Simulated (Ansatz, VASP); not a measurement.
# SnPtSe2S2 in two plane-wave programs, part 3 of 3

Aim: how closely do two programs agree when they are given the same cell, functional and k mesh? The cell is taken from a series of runs on this material, whose earlier steps may have relaxed, scaled, displaced or heated it; both programs get it as it stands.

VASP 6.6.1 and Ansatz 0.2.0.

So far: VASP: single point, LDA, pair 1; Comparison; Ansatz: single point, LDA, pair 2; VASP: single point, LDA, pair 2; Differences; VASP: single point, LDA, spin-orbit coupling.

## Step 8: VASP: single point, LDA, spin-orbit coupling (continued)

Level of this step: LDA, spin-orbit coupling; plane waves and PAW (Se, Pt, S, Sn_d) (VASP).

Numbers of over 12 decimals in the logs are rounded to 6 here.

OUTCAR, selected parts (step 8):

```text
  Total       -1.2255306     -1.2255306      1.3452813      0.0000000      0.0000000     -0.0000000
  in kB       -7.3274241     -7.3274241      8.0434110      0.0000000      0.0000000     -0.0000000
  external PRESSURE =      -2.2038124 kB  Pullay stress =       0.0000000 kB

 POSITION                                       TOTAL-FORCE (eV/Angst)
 -----------------------------------------------------------------------------------
     -0.00000      2.13615     15.66525        -0.000000      0.000000      0.147419
      1.84996      1.06808     13.12696         0.000000     -0.000000     -0.024837
      0.00000      0.00000     14.39417        -0.000000      0.000000      0.061514
      1.84996      1.06808      9.83754         0.000000     -0.000000     -0.043071
      0.00000      0.00000      6.97222        -0.000000      0.000000     -0.099494
     -0.00000      2.13615      8.39982        -0.000000     -0.000000     -0.041531
 -----------------------------------------------------------------------------------
    total drift:                               -0.000000      0.000000      0.000491

  FREE ENERGIE OF THE ION-ELECTRON SYSTEM (eV)
  ---------------------------------------------------
  free  energy   TOTEN  =       -32.1973010005 eV

  energy  without entropy=      -32.1969201759  energy(sigma->0) =      -32.19711059

 magnetization (x)
# of ion       s       p       d       tot
------------------------------------------
    1        0.000   0.000   0.000   0.000
    2       -0.000   0.000   0.000  -0.000
    3        0.000   0.000   0.000   0.000
    4        0.000   0.000   0.000   0.000
    5        0.000   0.000   0.000   0.000
    6        0.000   0.000   0.000   0.000
--------------------------------------------------
tot         -0.000   0.000   0.000  -0.000

 magnetization (y)
# of ion       s       p       d       tot
------------------------------------------
    1        0.000   0.000   0.000   0.000
    2        0.000   0.000   0.000   0.000
    3        0.000   0.000   0.000   0.000
    4        0.000   0.000   0.000   0.000
    5        0.000   0.000   0.000   0.000
    6        0.000   0.000   0.000   0.000
--------------------------------------------------
tot          0.000   0.000   0.000   0.000

 magnetization (z)
# of ion       s       p       d       tot
------------------------------------------
    1        0.000   0.000   0.000   0.000
    2        0.000   0.000   0.000   0.000
    3       -0.000   0.000  -0.000  -0.000
    4        0.000   0.000   0.000   0.000
    5        0.000   0.000   0.000   0.000
    6       -0.000   0.000   0.000   0.000
--------------------------------------------------
tot          0.000   0.000  -0.000   0.000

[... 1 part as in an earlier step ...]

[... 2 further parts left out ...]
[key lines of the parts left out:]
E-fermi :  -0.1505
```

## Step 9: Ansatz: single point, LDA, spin-orbit coupling

The same cell, functional (in two slightly different forms), mesh and smearing now go to Ansatz, which takes its cutoff from its data sets.

The cell is taken from a series of runs on this material, whose earlier steps may have relaxed, scaled, displaced or heated it; both programs get it as it stands.

input.yaml

```yaml
crystal:
  lattice:
    - [3.69992344, 0.0, 0.0]
    - [-1.84996172, 3.2042276911, 0.0]
    - [0.0, 0.0, 22.6030643076]
  atoms:
    - { symbol: Se, position: [0.3333333333, 0.6666666667, 0.6930586749] }
    - { symbol: Pt, position: [0.0, 0.0, 0.636823766] }
    - { symbol: Se, position: [0.6666666667, 0.3333333333, 0.5807602386] }
    - { symbol: S, position: [0.6666666667, 0.3333333333, 0.435230438] }
    - { symbol: Sn, position: [0.3333333333, 0.6666666667, 0.3716229856] }
    - { symbol: S, position: [0.0, 0.0, 0.3084636709] }
kpoints:
  mp_grid: { grid: [12, 12, 1] }
  band_path:
    path:
      - [0.3333333333333, 0.3333333333333, 0.0]
      - [0.0, 0.0, 0.0]
      - [0.5, 0.0, 0.0]
      - [0.3333333333333, 0.3333333333333, 0.0]
    npoints: 20
scf:
  occupations: { method: fermi_dirac, width: 0.02 }
  n_extra_bands: 18
hamiltonian:
  xc: lda
  pseudopotentials: { kind: paw_fr }
output:
  forces: true
  write_potential: true
  volumetric_format: []
  fatbands: true
efield:
  axis: 3
  dipole_correction: true
magnetization:
  noncollinear: true
  spin_orbit: true
```

Started as:

```console
ansatz run input.yaml --threads 4 --pin off --max-ram 12288MiB --backend cpu --events-out ev --progress --plain --runs-dir out
```

Log:

```text
[...]
non-collinear run that drives no moment, with spin-orbit: no starting moment large enough to seed its density (crystal.atoms[].spin), no starting occupations that ask for one, no magnetisation constraint and no magnetic field, so the semilocal B_xc is pinned to zero
Crystal: 6 atoms, lattice volume = 267.968 Å³
[...]
k-point 1: bands = [... 72 lower, 1.2973, 1.3983, 1.6187, 1.6233, 2.9593, 2.9679, 4.0223, 4.0224, ... 14 higher]
  k-point 2: bands = [... 72 lower, 1.4055, 1.4883, 1.6095, 1.6118, 3.1350, 3.1439, 3.1727, 3.1864, ... 14 higher]
  k-point 18: bands = [... 72 lower, 0.4245, 0.5506, 0.6680, 0.6897, 2.9309, 2.9334, 3.3483, 3.3492, ... 14 higher]
[key lines of the parts left out:]
SCF converged after 11 iterations
Magnetization: |M| = 0.0000 μB,  M = (+0.0000, +0.0000, +0.0000) μB
Free energy (F): -30667.790241 eV
Fermi energy:    1.760541 eV
Dipole field:    D = -0.000800 V/Å  (p = -0.001185 e·Å, saw-weighted, corrected)
Work function:   Φ+ = 5.6499 eV   Φ− = 5.6319 eV
```

## Step 10: Comparison

What differs besides the data sets and the points named for the pairs above, as far as they apply: spin-orbit coupling enters by fully relativistic files in Ansatz and inside the spheres in VASP; the data sets hold 76 valence electrons in Ansatz (on its fully relativistic PAW (standard-fr) files) and 48 in VASP. Total energies have different zeros and are not compared.

The two programs side by side:

```csv
quantity,Ansatz,VASP,difference
gap on the k mesh (eV),0.125,0.138,-0.013
```

Forces (eV/Å; atoms numbered as in POSCAR):

```csv
atom,"Ansatz x, y, z","VASP x, y, z"
Se1,"0.000, 0.000, 0.088","0.000, 0.000, 0.147"
Se2,"0.000, 0.000, 0.034","0.000, 0.000, -0.025"
Pt3,"0.000, 0.000, 0.059","0.000, 0.000, 0.062"
S4,"0.000, 0.000, -0.042","0.000, 0.000, -0.043"
S5,"0.000, 0.000, -0.094","0.000, 0.000, -0.099"
Sn6,"0.000, 0.000, -0.044","0.000, 0.000, -0.042"
```

The forces differ by 20 meV/Å r.m.s., which is 42.2 % of the r.m.s. force of 0.047 eV/Å (both taken over all components). A gap on the mesh is an upper bound, since the band edges may lie between its points. With vacuum in the cell, a pressure given here is an average over mostly empty space and none of the material.

## Step 11: What came out

```
r.m.s. force difference (single point, LDA, pair 1)              : 16 meV/Å
r.m.s. force difference (single point, LDA, pair 2)              : 16 meV/Å
r.m.s. force difference (single point, LDA, spin-orbit coupling) : 20 meV/Å
```

In words: The r.m.s. force difference is 20 meV/Å (single point, LDA, spin-orbit coupling), beyond the 12 meV/Å picked in this series as the mark of a large difference. The data sets hold unlike numbers of valence electrons (76 in Ansatz and 48 in VASP), so part of the differences comes from the potentials. What causes the difference of the single point, LDA, pair 1 pair stays open here. What causes the difference of the single point, LDA, pair 2 pair stays open here. What causes the difference of the single point, LDA, spin-orbit coupling pair stays open here. How closely two codes agree says nothing of how well the functional describes the real material.

[Lines on the potential files, build, host, timing and source positions are cut from VASP's logs without a mark.]

[Logs are printed without paths, hosts, clocks, repeated set-up lines and the standing remarks that a program may print on its own settings, such as how far it seeks lower states.]

[Hosts, paths, dates, database ids (printed as entryN), source tags and the programs' standing remarks are cut or masked in the printed files.]
